**Question**

Flat boron nitride layers were computed with PBE and a dispersion correction at seven fixed volumes. Every cell started with the same c/a, the ratio of the edge across the layers to the edge within them. The shape was then relaxed, and the energy drop counts from each cell's own start. In the table, c/a and the shortest distance describe the starting cells; the two relaxed lengths describe the final ones.

VASP 6.6.1, PBE with D3(BJ) dispersion, for layered BN (P6_3/mmc, four atoms per cell), with the recommended PAW PBE potentials, a plane-wave cutoff of 250 eV, a 15×15×6 k mesh and Gaussian smearing of 0.02 eV. Atomic positions and cell shape were relaxed at fixed volume; c/a and the shortest distance refer to the starting cells.

```csv
volume (Å³/atom),c/a,shortest distance (Å),relaxed length a (Å),relaxed length c (Å),energy drop per atom (meV)
5.523,1.9603,1.358,2.402,4.422,49.60
5.705,1.9604,1.373,2.417,4.511,30.00
5.888,1.9603,1.387,2.432,4.598,16.00
6.070,1.9603,1.401,2.446,4.684,6.80
6.252,1.9604,1.415,2.461,4.769,1.50
6.434,1.9604,1.429,2.473,4.858,0.00
6.616,1.9604,1.442,2.486,4.944,2.20
```

The runs also print a pressure, positive for a compressed cell. It is +0.5 GPa at the smallest volume and falls steadily to −46 GPa at the largest. The total energy of the relaxed four-atom cell is −33.0893 eV at 22.094 Å³ and −33.5346 eV at 22.822 Å³, and it goes on falling up to the largest volume.

(a) The energy drop vanishes at 6.434 Å³/atom. Is this the equilibrium volume?
(b) Are the cells compressed or stretched? Estimate the pressure between the two smallest volumes.
(c) Does the printed pressure agree with your estimate? Explain what you find, and say what harm could come from relying on the printed value.

**Model answer**

(a) No. The total energy still falls beyond this volume. The zero says only that this cell happened to start with nearly the right shape. Strong covalent bonds hold the atoms together within a layer, while neighbouring layers resist a change of their distance much less. Over the series the relaxed edge c therefore grows by 11.8% and a by only 3.5%, whereas uniform scaling would give both 6.2%.

A fixed c/a ignores this difference in stiffness. It leaves the bonds too short and the layers too far apart in the small cells, and errs the other way at the largest volume. Near the best shape, energy rises as the square of the distortion. From 6.070 to 5.523 Å³/atom the squared error in c/a grows 6.9-fold and the energy drop 7.3-fold, close to that rule. On the other side of the zero it holds less well: from 6.070 to 6.616 Å³/atom the squared error shrinks to 0.39 of its value and the drop to 0.32.

(b) They are compressed. Pressure is the energy released per unit of added volume, and here every expansion releases energy. Between the two smallest cells, with 1 eV/Å³ = 160.2 GPa,

P = −ΔE/ΔV = 0.4453 eV / 0.728 Å³ ≈ 0.61 eV/Å³ ≈ 98 GPa.

The unrelaxed cells would give 115 GPa, about 18% more, because their shape error also grows on compression. Both values hold for flat layers at this cutoff; buckling towards four-fold coordinated BN was not tried.

(c) Over the same interval the printed pressure averages −4.5 GPa, about 100 GPa below the value from the energies. The likely cause is Pulay stress, an artefact of a plane-wave basis that is too small. The cutoff of 250 eV is well below the roughly 400 eV usually recommended for this kind of nitrogen potential, whose compact 2p orbitals need short waves.

The printed stress asks how the energy changes when the cell is deformed while the set of plane waves stays the same. In a larger cell these waves are all longer, so they describe the orbitals less well. This adds a purely numerical rise to the energy, which acts like an inward pull on the cell. Separate runs at one cutoff choose their waves afresh for each starting cell, so most of the basis error should cancel in their energy difference. Not all of it does: each relaxation keeps the waves of its starting shape, and the energies here are those of its last step. The cells that changed shape most are expected to carry an extra basis error, which would raise the pressure from the energies somewhat at the small volumes.

This picture also predicts how the offset should change with volume. The kinetic energy of a given wave scales as V^(−2/3), where V is the volume. Expansion at a fixed set of waves thus lowers the effective cutoff E_cut, and the chain rule gives

P(printed) − P(energy) = (2/3)(E_cut/V) ∂E/∂E_cut.

The derivative is negative, because a higher cutoff lowers the energy. If it hardly depends on volume, the offset shrinks as 1/V.

The offset in the first interval, 102.5 GPa, sets the scale. With the mean volumes of the first and last intervals, the estimate for the last is 102.5 × 5.614/6.525 ≈ 88 GPa, against 83 GPa found. The largest miss in any interval is 7 GPa, and the offset falls somewhat faster than 1/V overall, as expected if the first intervals are raised by that extra error. The pressure from the energies also drops unevenly from one interval to the next, by 11, 13, 12, 15 and 7 GPa; such roughness is expected when the number of waves jumps between cells at a low cutoff, and it limits how closely the estimate can be tested.

The harm comes when the volume is relaxed as well. An optimiser that follows the printed stress, restarted with a fresh set of waves until the volume no longer changes, would settle near the smallest cell, where that stress almost vanishes. Yet this cell lies 461 meV per atom above the largest one. The run would report successful convergence with a density more than a fifth too high, since the energy minimum lies beyond the largest cell.

**Remarks on the reasoning**

The energy drop compares two shapes at one volume; a pressure tells how the total energy changes with volume. Confusing the two turns a well-chosen starting shape into a false equilibrium.

The contradiction between energy slope and printed pressure is a plain result of the numbers. That Pulay stress causes it is argued from theory, and the 1/V estimate supports this only roughly. Repeating one cell at a higher cutoff would be the direct test: the printed pressure should move up towards the one from the energies.

The relaxed shapes are not free of the error either. A pull equal in all directions does no work at fixed volume, but only to first order. As the shape changes, the kept set of waves is stretched along one edge and squeezed along the other, which costs energy and acts as an added stiffness. With an offset this large, the small cells are expected to stop noticeably short of their best c/a and to show too small an energy drop. Restarting from the relaxed cell, or raising the cutoff, would test this; neither was done here. The output below lists both pressures for every interval.

The analysis program printed:

```
Shape and energy:
    row  relaxed c/a  start less relaxed c/a  layer spacing (Å)  energy above last row (meV/atom)  printed pressure (GPa)
  5.523        1.841                  0.1193              2.211                             461.4                  0.4656
  5.705        1.866                 0.09404              2.256                             350.1                  -9.529
  5.888        1.891                 0.06967              2.299                             251.5                  -16.99
   6.07        1.915                 0.04534              2.342                             167.7                  -24.71
  6.252        1.938                 0.02257              2.385                             97.93                  -33.25
  6.434        1.964               -0.004016              2.429                             45.16                  -40.62
  6.616        1.989                -0.02834              2.472                                 0                  -46.49
Pressure between this row and the one before (GPa):
    row  from relaxed energies  from unrelaxed energies  printed mean  energy value less printed  1/V estimate of offset
  5.705                  97.94                    115.2        -4.532                      102.5                   102.5
  5.888                  86.73                    99.05        -13.26                      99.99                   99.25
   6.07                  73.73                    81.83        -20.85                      94.58                   96.23
  6.252                  61.43                    66.09        -28.98                      90.41                   93.38
  6.434                  46.43                    47.75        -36.93                      83.37                    90.7
  6.616                  39.73                     37.8        -43.56                      83.29                   88.17
Growth of volume over the series (%): 19.78
Growth of each edge if scaled uniformly (%): 6.201
Growth of relaxed a (%): 3.497
Growth of relaxed c (%): 11.8
Energy drop of first row over that of fourth row (ratio): 7.294
Squared c/a mismatch of first row over that of fourth row (ratio): 6.928
Pressure excess from unrelaxed cells in first interval (GPa): 17.25
The same excess relative to the relaxed value (%): 17.61
Pressure excess from unrelaxed cells in last interval (GPa): -1.936
Strongest dispersion part of the pressure (GPa): -5.732
Largest difference of in-plane and out-of-plane printed stress (GPa): 0.06115
Largest miss of the 1/V estimate (GPa): 7.333
```
